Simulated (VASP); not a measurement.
# BeCdO2 in VASP: a series of runs, part 2 of 2

VASP 6.6.1. Earlier steps stand in the parts before.

## (3) Relaxation of cell and atoms, PBE

This run uses another cell than the first one, of 11.79 Å³/atom, 0.884 times its volume.

Input file INCAR:

```
SYSTEM = BeCdO2
PREC = Normal
ENCUT = 520
EDIFF = 1E-4
ISMEAR = 0
SIGMA = 0.15
LREAL = .FALSE.
LASPH = .TRUE.
NELM = 60
ALGO = Fast
ISIF = 3
LWAVE = .FALSE.
LCHARG = .FALSE.
GGA = PE
IBRION = 2
NSW = 24
EDIFFG = -0.08
KPAR = 4
```

Input file KPOINTS:

```
regular mesh
0
G
  5 5 5
  0 0 0
```

Input file POSCAR:

```
BeCdO2
1.0
    1.6500000000      0.9526279400      5.0000000000
   -1.6500000000      0.9526279400      5.0000000000
    0.0000000000     -1.9052558900      5.0000000000
Be Cd O
1 1 2
Direct
    0.0000000000      0.0000000000      0.0000000000
    0.5000000000      0.5000000000      0.5000000000
    0.1000000000      0.1000000000      0.1000000000
    0.9000000000      0.9000000000      0.9000000000
```

Potentials or basis: VASP PAW PBE potentials, release 64 (Be, Cd, O).

Started as:

```sh
> cat potpaw_PBE.64/Be/POTCAR potpaw_PBE.64/Cd/POTCAR potpaw_PBE.64/O/POTCAR > POTCAR
> mpirun -np 4 vasp_std > vasp.out
```

OUTCAR:

```text
SYSTEM = BeCdO2
   PREC = Normal
   ENCUT = 520
   EDIFF = 1E-4
   ISMEAR = 0
   LREAL = .FALSE.
   LASPH = .TRUE.
   NELM = 60
   ISIF = 3
   GGA = PE
   IBRION = 2
   NSW = 24
   EDIFFG = -0.08

 ion  position               nearest neighbor table
   1  0.000  0.000  0.000-   3 1.50   4 1.50
   2  0.500  0.500  0.500-   3 2.15   4 2.15   3 2.15   3 2.15   4 2.15   4 2.15
   3  0.100  0.100  0.100-   1 1.50   2 2.15   2 2.15   2 2.15
   4  0.900  0.900  0.900-   1 1.50   2 2.15   2 2.15   2 2.15

  LATTYP: Found a trigonal (rhomboedric) cell.
 ALAT       =     5.3507008879
 COS(alpha) =     0.8098148797

  Lattice vectors:

 A1 = (   1.6500000000,   0.9526279400,   5.0000000000)
 A2 = (  -1.6500000000,   0.9526279400,   5.0000000000)
 A3 = (   0.0000000000,  -1.9052558900,   5.0000000000)

Analysis of symmetry for initial positions (statically):
=====================================================================
 Subroutine PRICEL returns:
 Original cell was already a primitive cell.

 Routine SETGRP: Setting up the symmetry group for a
 trigonal (rhombohedral) supercell.

 Subroutine GETGRP returns: Found 12 space group operations
 (whereof 12 operations were pure point group operations)
 out of a pool of 12 trial point group operations.

The static configuration has the point symmetry D_3d.

Analysis of symmetry for dynamics (positions and initial velocities):
=====================================================================
[... 149 lines left out ...]

 number of electron      25.9999975 magnetization

 Free energy of the ion-electron system (eV)
  ---------------------------------------------------
  ext. energy  EPLUGINS =         0.00000000
  ---------------------------------------------------
  free energy    TOTEN  =       -19.52803007 eV

  energy without entropy =      -19.52802669  energy(sigma->0) =      -19.52802838

 E-fermi :   2.5357     XC(G=0): -10.3838

 val. band max:        2.1468334064   @ k =   0.0000   0.0000   0.0000
 cond. band min:       2.9038827537   @ k =   0.0000   0.0000   0.0000
 fundamental gap:      0.7570493474
 Fermi energy:         2.5356667666
[... 872 lines left out ...]
  FREE ENERGIE OF THE ION-ELECTRON SYSTEM (eV)
  ---------------------------------------------------
  free  energy   TOTEN  =       -20.5604471279 eV

  energy  without entropy=      -20.5604471279  energy(sigma->0) =      -20.56044713

[... ionic steps 4 to 11 ...]

--------------------------------------- Ionic step       12  -------------------------------------------

 number of electron      26.0000001 magnetization

------------------------ aborting loop because EDIFF is reached ----------------------------------------
[... 71 lines left out ...]
--------------------------------------- Ionic step       14  -------------------------------------------

 number of electron      26.0000001 magnetization

 Free energy of the ion-electron system (eV)
  ---------------------------------------------------
  ext. energy  EPLUGINS =         0.00000000
  ---------------------------------------------------
  free energy    TOTEN  =       -20.64909339 eV

  energy without entropy =      -20.64909339  energy(sigma->0) =      -20.64909339

 E-fermi :   0.7964     XC(G=0):  -9.5190

 val. band max:        0.1501352063   @ k =   0.0000   0.0000   0.0000
 cond. band min:       1.5861697567   @ k =   0.0000   0.0000   0.0000
 fundamental gap:      1.4360345504
 Fermi energy:         0.7963582125
[... 409 lines left out ...]
  FREE ENERGIE OF THE ION-ELECTRON SYSTEM (eV)
  ---------------------------------------------------
  free  energy   TOTEN  =       -20.6490933904 eV

  energy  without entropy=      -20.6490933904  energy(sigma->0) =      -20.64909339

 reached required accuracy - stopping structural energy minimisation
```

OSZICAR:

```text
N       E                     dE             d eps       ncg     rms          rms(c)
DAV:   1     0.188486328183E+03    0.18849E+03   -0.14707E+04   646   0.150E+03
DAV:   2    -0.128422683072E+02   -0.20133E+03   -0.19580E+03   732   0.370E+02
DAV:   3    -0.236477588083E+02   -0.10805E+02   -0.10767E+02   736   0.967E+01
[... 99 lines left out ...]
DAV:   1    -0.206491084695E+02    0.69127E-04   -0.50838E-03   767   0.836E-01    0.667E-02
RMM:   2    -0.206490294216E+02    0.79048E-04   -0.28514E-04   427   0.184E-01
  13 F= -.20649029E+02 E0= -.20649029E+02  d E =-.167321E-02
       N       E                     dE             d eps       ncg     rms          rms(c)
DAV:   1    -0.206491546044E+02   -0.46135E-04   -0.32632E-03   665   0.612E-01    0.781E-02
RMM:   2    -0.206490933904E+02    0.61214E-04   -0.22097E-04   331   0.148E-01
  14 F= -.20649093E+02 E0= -.20649093E+02  d E =-.173718E-02
```

CONTCAR:

```text
BeCdO2
   1.00000000000000
     1.7464162026945556    1.0082938600482996    5.2831203185273790
    -1.7464162026945556    1.0082938600482996    5.2831203185273790
     0.0000000000000000   -2.0165877312630021    5.2831203186450528
  Be              Cd              O
     1     1     2
Direct
     0.0000000000000000    0.0000000000000000    0.0000000000000000
     0.5000000000000000    0.5000000000000000    0.5000000000000000
     0.0906860771195540    0.0906860771195540    0.0906860771163086
     0.9093139228804459    0.9093139228804459    0.9093139228836914

  0.00000000E+00  0.00000000E+00  0.00000000E+00
  0.00000000E+00  0.00000000E+00  0.00000000E+00
  0.00000000E+00  0.00000000E+00  0.00000000E+00
  0.00000000E+00  0.00000000E+00  0.00000000E+00
```

Run time: 47 s. Hardware: 4 MPI ranks of Intel Xeon Platinum 8488C (Sapphire Rapids), shared host; peak memory 0.18 GiB.

Results:

```yaml
Free_energy: -20.6491 eV
Relaxed_volume: 13.95 Å³/atom
Relaxed_cell: a = 5.655 Å, b = 5.655 Å, c = 5.655 Å, α = 35.98°, β = 35.98°, γ = 35.98°
Space_group_after_relaxing_to_0.05_Å: R-3m (No. 166)
Energy_gained_by_relaxing: 280.3 meV/atom
Ionic_steps: 14
Pressure_after_relaxing: 0.3 GPa
Largest_force_after_relaxing: 0.080 eV/Å
Band_gap_on_the_k_mesh: 1.44 eV, direct
```

Forces in eV/Å, atoms in the order of the input:
```
Be   0.000  0.000  0.000
Cd   0.000  0.000  0.000
O    0.000  0.000  0.080
O    0.000  0.000 -0.080
```

Step by step:
| step | energy change (eV) | largest force (eV/Å) | pressure (GPa) | volume (Å³) |
| --- | --- | --- | --- | --- |
| 1 | 0.0000 | 4.4202 | 23.59 | 47.16 |
| 2 | -0.3047 | 6.0188 | 4.45 | 59.87 |
| 3 | -1.0324 | 0.8295 | 6.90 | 53.67 |
| 4 | -1.0028 | 1.3840 | -6.62 | 59.18 |
| 5 | -1.1093 | 0.3386 | -0.25 | 56.10 |
| 6 | -1.1093 | 0.3106 | 0.27 | 56.00 |
| 7 | -1.1094 | 0.3180 | 0.15 | 56.05 |
| 8 | -1.1152 | 0.0833 | -0.20 | 56.40 |
| 9 | -1.1159 | 0.0710 | -0.53 | 56.63 |
| 10 | -1.1192 | 0.0326 | -1.06 | 56.55 |
| 11 | -1.1193 | 0.0736 | -1.11 | 56.52 |
| 12 | -1.1211 | 0.0804 | -0.22 | 55.83 |
| 13 | -1.1210 | 0.0889 | 0.03 | 55.79 |
| 14 | -1.1211 | 0.0797 | 0.29 | 55.82 |

Final structure:
```yaml
crystal:
  lattice:
    - [1.74642, 1.00829, 5.28312]
    - [-1.74642, 1.00829, 5.28312]
    - [0.00000, -2.01659, 5.28312]
  atoms:
    - { symbol: Be, position: [0.00000, 0.00000, 0.00000] }
    - { symbol: Cd, position: [0.50000, 0.50000, 0.50000] }
    - { symbol: O, position: [0.09069, 0.09069, 0.09069] }
    - { symbol: O, position: [0.90931, 0.90931, 0.90931] }
```

Levels at points of the mesh, in eV from the valence-band top:
```tsv
k point	band 10	band 11	band 12	band 13	band 14	band 15	band 16	band 17
(0.00, 0.00, 0.00)	-1.35	-1.35	0.00	0.00	1.44	6.74	7.73	11.11
```

Caveat: the k mesh is coarse (spacing up to 0.45 Å⁻¹), so the values aren't converged; the volume moved by over 15 % at a fixed basis, so the end points are rough; an odd mesh through Γ misses points on the zone boundary, where band edges often lie; the relaxation stopped at a loose force limit of 0.08 eV/Å, so its end isn't a converged minimum.
